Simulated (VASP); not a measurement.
Level of theory: revTPSS meta-GGA, VASP's PBE PAW potentials (set 64) (plane waves; VASP).

The input files of a VASP run:

### KPOINTS
```
Automatic mesh
0
Gamma
18 18 18
0 0 0
```

POSCAR:
```
Pt
1
   -0.0000000000     1.9574525230     1.9574525230
    1.9574525230    -0.0000000000     1.9574525230
    1.9574525230     1.9574525230    -0.0000000000
Pt
1
Direct
  0.0000000000   0.0000000000   0.0000000000
```

File KPOINTS_OPT:
```
k-points along high-symmetry lines
10
Line-mode
Reciprocal
  0.000000   0.000000   0.000000 ! GAMMA
  0.500000   0.000000   0.500000 ! X

  0.500000   0.000000   0.500000 ! X
  0.625000   0.250000   0.625000 ! U

  0.375000   0.375000   0.750000 ! K
  0.000000   0.000000   0.000000 ! GAMMA

  0.000000   0.000000   0.000000 ! GAMMA
  0.500000   0.500000   0.500000 ! L

  0.500000   0.500000   0.500000 ! L
  0.500000   0.250000   0.750000 ! W

  0.500000   0.250000   0.750000 ! W
  0.500000   0.000000   0.500000 ! X
```

### INCAR
```
# general
SYSTEM =Pt
PREC   =Accurate
ENCUT  =520
LREAL  =F
LASPH  =T

# electronic loop
EDIFF  =1E-7
NELM   =100
ALGO   =Normal
LMAXMIX=6
LMIXTAU=T

# smearing
ISMEAR =-5

# functional
METAGGA=RTPSS

# ions
ISIF   =2

# output
LWAVE  =F
LCHARG =F
LORBIT =11
NEDOS  =601
```

POTCAR, in this order: Pt (PBE.64 set). Program: vasp_std.

Output of the run:

**OSZICAR**
```
       N       E                     dE             d eps       ncg     rms          rms(c)
DAV:   1     0.966008505101E+02    0.96601E+02   -0.62695E+03  3542   0.121E+03
DAV:   2     0.432417498811E+02   -0.53359E+02   -0.51781E+02  3905   0.251E+02
DAV:   3     0.422178868898E+02   -0.10239E+01   -0.10170E+01  5007   0.383E+01
DAV:   4     0.422097789058E+02   -0.81080E-02   -0.80751E-02  4612   0.319E+00
DAV:   5     0.422096219228E+02   -0.15698E-03   -0.15597E-03  5040   0.351E-01    0.165E+01
DAV:   6     0.343755953098E+02   -0.78340E+01   -0.10053E+01  3513   0.456E+01    0.709E+00
DAV:   7     0.347668843242E+02    0.39129E+00   -0.24596E+00  3592   0.141E+01    0.290E+00
DAV:   8     0.345742606388E+02   -0.19262E+00   -0.45467E-02  3662   0.254E+00    0.114E+00
DAV:   9     0.345758595071E+02    0.15989E-02   -0.16241E-03  4054   0.459E-01    0.479E-01
DAV:  10     0.345717749046E+02   -0.40846E-02   -0.24279E-02  3700   0.148E+00    0.168E-01
DAV:  11     0.345712402759E+02   -0.53463E-03   -0.17696E-03  3803   0.370E-01    0.927E-02
DAV:  12     0.345712142829E+02   -0.25993E-04   -0.34349E-04  3608   0.184E-01    0.216E-02
DAV:  13     0.345712252828E+02    0.11000E-04   -0.60130E-05  3781   0.614E-02    0.119E-02
DAV:  14     0.345712237696E+02   -0.15131E-05   -0.68934E-07  3672   0.958E-03    0.136E-03
DAV:  15     0.345712248171E+02    0.10475E-05   -0.29864E-07  3622   0.458E-03    0.268E-04
DAV:  16     0.345712251126E+02    0.29551E-06   -0.25781E-08  1808   0.162E-03    0.463E-04
DAV:  17     0.345712250681E+02   -0.44452E-07   -0.16544E-09  1771   0.490E-04
   1 F= 0.34571225E+02 E0= 0.34571225E+02  d E =0.000000E+00
       N       E                     dE             ncg
```

**OUTCAR**
```
------------------------ aborting loop because EDIFF is reached ----------------------------------------
  FORCE on cell =-STRESS in cart. coord.  units (eV):
  Direction    XX          YY          ZZ          XY          YZ          ZX
  --------------------------------------------------------------------------------------
  Total        0.0260644      0.0260644      0.0260644      0.0000000      0.0000000     -0.0000000
  in kB        2.7839013      2.7839013      2.7839013      0.0000000      0.0000000     -0.0000000
  external PRESSURE =       2.7839013 kB  Pullay stress =       0.0000000 kB
  volume of cell :       15.00
      direct lattice vectors                 reciprocal lattice vectors
     0.000000000  1.957452523  1.957452523    -0.255434037  0.255434037  0.255434037
     1.957452523  0.000000000  1.957452523     0.255434037 -0.255434037  0.255434037
     1.957452523  1.957452523  0.000000000     0.255434037  0.255434037 -0.255434037
 POSITION                                       TOTAL-FORCE (eV/Angst)
 -----------------------------------------------------------------------------------
      0.00000      0.00000      0.00000         0.000000      0.000000     -0.000000
 -----------------------------------------------------------------------------------
    total drift:                               -0.000000      0.000000      0.000000
  FREE ENERGIE OF THE ION-ELECTRON SYSTEM (eV)
  ---------------------------------------------------
  free  energy   TOTEN  =        34.5712250681 eV

  energy  without entropy=       34.5712250681  energy(sigma->0) =       34.57122507

 total charge

# of ion       s       p       d       tot
------------------------------------------
    1        0.659   0.637   8.039   9.335
```
(Selected blocks of OUTCAR.)

For a metal the tetrahedron method with Blöchl corrections gives inexact stress and forces.

The compound is Pt in the fcc structure. It was relaxed first.
